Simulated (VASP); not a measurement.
Calculation: LDA (Ceperley-Alder, Perdew-Zunger), VASP's LDA PAW potentials (set 64) (plane waves; VASP 6.6.1).

Input for VASP

File KPOINTS:
```
Automatic mesh
0
Gamma
12 12 10
0 0 0
```

### POSCAR
```
TiB2
1
    1.4902827326    -2.5812454364     0.0000000000
    1.4902827326     2.5812454364     0.0000000000
    0.0000000000     0.0000000000     3.1388880137
Ti B
1 2
Direct
  0.0000000000   0.0000000000   0.0000000000
  0.3333330000   0.6666670000   0.5000000000
  0.6666670000   0.3333330000   0.5000000000
```

INCAR:
```
SYSTEM = TiB2
PREC = Accurate
ENCUT = 620
EDIFF = 1E-6
NELM = 100
ALGO = Normal
LREAL = .FALSE.
LASPH = .TRUE.
ISMEAR = 1
SIGMA = 0.1
LMAXMIX = 4
LWAVE = .FALSE.
LCHARG = .FALSE.
IBRION = 2
ISIF = 3
NSW = 40
EDIFFG = -0.02
PSTRESS = 100
```

POTCAR, in this order: Ti_sv B (LDA.64 set). Program: vasp_std.

**Question.** Predict the energy per atom (σ→0), volume per atom, band gap (on the k-mesh).

**Answer.** 
```yaml
energy per atom (σ→0): -8.966 eV/atom
band gap (on the k-mesh): none (metal, semimetal or under 0.01 eV)
volume_per_atom: 7.92 Å³/atom
```

**OSZICAR**
```
...
DAV:   4    -0.268986996928E+02   -0.39072E-06   -0.28813E-06  2660   0.122E-02
   4 F= -.25415150E+02 E0= -.25414929E+02  d E =-.618505E-02
       N       E                     dE             d eps       ncg     rms          rms(c)
DAV:   1    -0.268986657615E+02    0.33541E-04   -0.11370E-02  3209   0.172E+00    0.109E-01
DAV:   2    -0.268985300446E+02    0.13572E-03   -0.52845E-04  2994   0.239E-01    0.604E-02
DAV:   3    -0.268984618796E+02    0.68165E-04   -0.11298E-04  3689   0.135E-01    0.786E-03
DAV:   4    -0.268984617726E+02    0.10702E-06   -0.66760E-06  3039   0.314E-02
   5 F= -.25415266E+02 E0= -.25415071E+02  d E =-.115814E-03
```

The compound is TiB2 in the AlB2 type structure. This run relaxes it under an external pressure of 10 GPa. Symmetry was kept, so distortions that lower it aren't found.
